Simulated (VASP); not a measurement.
Method: PBE GGA, VASP's PBE PAW potentials (set 64) (plane waves; VASP).

VASP ran on this input.

**INCAR**
```
! general
SYSTEM =NbP
PREC   =Accurate
ENCUT  =400
LREAL  =.False.
LASPH  =.True.

! electronic loop
EDIFF  =1E-6
NELM   =100   ! most electronic steps
ALGO   =Normal
LMAXMIX=4

! smearing
ISMEAR =0   ! Gaussian
SIGMA  =0.05   ! width (eV)

! functional
GGA    =PE

! ions
ISIF   =2   ! forces and stress, cell fixed

! output
LWAVE  =.False.
LCHARG =.False.
```

**KPOINTS**
```
K-points
0
G
8 8 7
0 0 0
```

**POSCAR**
```
NbP
1
    3.3132730000     0.0000000000     0.0000000000
   -1.6566370000     2.8693790000     0.0000000000
    0.0000000000     0.0000000000     3.2335900000
Nb P
1 1
Direct
  0.0000000000   0.0000000000   0.0000000000
  0.6666670000   0.3333330000   0.5000000000
```

POTCAR, in this order: Nb_sv P (PBE.64 set). Program: vasp_std.

What VASP printed:

### OUTCAR
```
 ion  position               nearest neighbor table
   1  0.000  0.000  0.000-   2 2.50   2 2.50   2 2.50   2 2.50   2 2.50   2 2.50
   2  0.667  0.333  0.500-   1 2.50   1 2.50   1 2.50   1 2.50   1 2.50   1 2.50
  LATTYP: Found a hexagonal cell.
 ALAT       =     3.3132730000
 C/A-ratio  =     0.9759503669
 Subroutine PRICEL returns:
 Original cell was already a primitive cell.
 Subroutine GETGRP returns: Found 12 space group operations
The static configuration has the point symmetry D_3h.
The dynamic configuration has the point symmetry D_3h.
 Subroutine INISYM returns: Found 12 space group operations
 Subroutine IBZKPT returns following result:
 Found     40 irreducible k-points:

 Following reciprocal coordinates:
            Coordinates               Weight
  0.000000  0.000000  0.000000      1.000000
  0.125000  0.000000  0.000000      6.000000
  0.250000  0.000000  0.000000      6.000000
  0.375000 -0.000000  0.000000      6.000000
  0.500000  0.000000  0.000000      3.000000
  0.125000  0.125000  0.000000      6.000000
  0.250000  0.125000  0.000000     12.000000
  0.375000  0.125000  0.000000     12.000000
  0.250000  0.250000  0.000000      6.000000
  0.375000  0.250000  0.000000      6.000000
  0.000000  0.000000  0.142857      2.000000
  0.125000  0.000000  0.142857     12.000000
  0.250000  0.000000  0.142857     12.000000
  0.375000 -0.000000  0.142857     12.000000
  0.500000  0.000000  0.142857      6.000000
  0.125000  0.125000  0.142857     12.000000
  0.250000  0.125000  0.142857     24.000000
  0.375000  0.125000  0.142857     24.000000
  0.250000  0.250000  0.142857     12.000000
  0.375000  0.250000  0.142857     12.000000
  0.000000  0.000000  0.285714      2.000000
  0.125000  0.000000  0.285714     12.000000
  0.250000  0.000000  0.285714     12.000000
...
```

OSZICAR:
```
       N       E                     dE             d eps       ncg     rms          rms(c)
DAV:   1     0.123401357425E+03    0.12340E+03   -0.85475E+03  1040   0.112E+03
DAV:   2    -0.125712655806E+02   -0.13597E+03   -0.13259E+03  1270   0.388E+02
DAV:   3    -0.184405888044E+02   -0.58693E+01   -0.57944E+01  1594   0.668E+01
DAV:   4    -0.187172582920E+02   -0.27667E+00   -0.27616E+00  1509   0.150E+01
DAV:   5    -0.187279852195E+02   -0.10727E-01   -0.10722E-01  1685   0.237E+00    0.993E+00
DAV:   6    -0.175823254353E+02    0.11457E+01   -0.38496E+00  1740   0.188E+01    0.399E+00
DAV:   7    -0.175826397273E+02   -0.31429E-03   -0.15425E-01  1286   0.340E+00    0.230E+00
DAV:   8    -0.175812837870E+02    0.13559E-02   -0.34553E-02  1817   0.157E+00    0.407E-01
DAV:   9    -0.175813472137E+02   -0.63427E-04   -0.20899E-03  1336   0.359E-01    0.164E-01
DAV:  10    -0.175814504791E+02   -0.10327E-03   -0.44905E-04  1419   0.275E-01    0.250E-02
DAV:  11    -0.175814416893E+02    0.87897E-05   -0.25220E-05  1548   0.625E-02    0.162E-02
DAV:  12    -0.175814401691E+02    0.15203E-05   -0.15097E-06   949   0.174E-02    0.367E-03
DAV:  13    -0.175814402267E+02   -0.57624E-07   -0.17134E-07   710   0.620E-03
   1 F= -.17581440E+02 E0= -.17580670E+02  d E =-.154081E-02
```

### OUTCAR
```
------------------------ aborting loop because EDIFF is reached ----------------------------------------
  FORCE on cell =-STRESS in cart. coord.  units (eV):
  Direction    XX          YY          ZZ          XY          YZ          ZX
  --------------------------------------------------------------------------------------
  Total        1.3809097      1.3809101      2.5808420     -0.0000002     -0.0000000      0.0000000
  in kB       71.9690492     71.9690698    134.5060801     -0.0000125     -0.0000000      0.0000000
  external PRESSURE =      92.8147330 kB  Pullay stress =       0.0000000 kB
  volume of cell :       30.74
      direct lattice vectors                 reciprocal lattice vectors
     3.313273000  0.000000000  0.000000000     0.301816361  0.174253785  0.000000000
    -1.656637000  2.869379000  0.000000000     0.000000000  0.348507465  0.000000000
     0.000000000  0.000000000  3.233590000     0.000000000  0.000000000  0.309253802
 POSITION                                       TOTAL-FORCE (eV/Angst)
 -----------------------------------------------------------------------------------
      0.00000      0.00000      0.00000        -0.000000      0.000000      0.000000
      1.65664      0.95646      1.61679         0.000000      0.000000      0.000000
 -----------------------------------------------------------------------------------
    total drift:                               -0.000253      0.000139      0.000000
  FREE ENERGIE OF THE ION-ELECTRON SYSTEM (eV)
  ---------------------------------------------------
  free  energy   TOTEN  =       -17.5814402267 eV

  energy  without entropy=      -17.5798994165  energy(sigma->0) =      -17.58066982
```
(Selected blocks of OUTCAR.)

The structure was generated: NbP was put into the WC type (P-6m2), which need not be its known phase. The cell was not relaxed at this level.
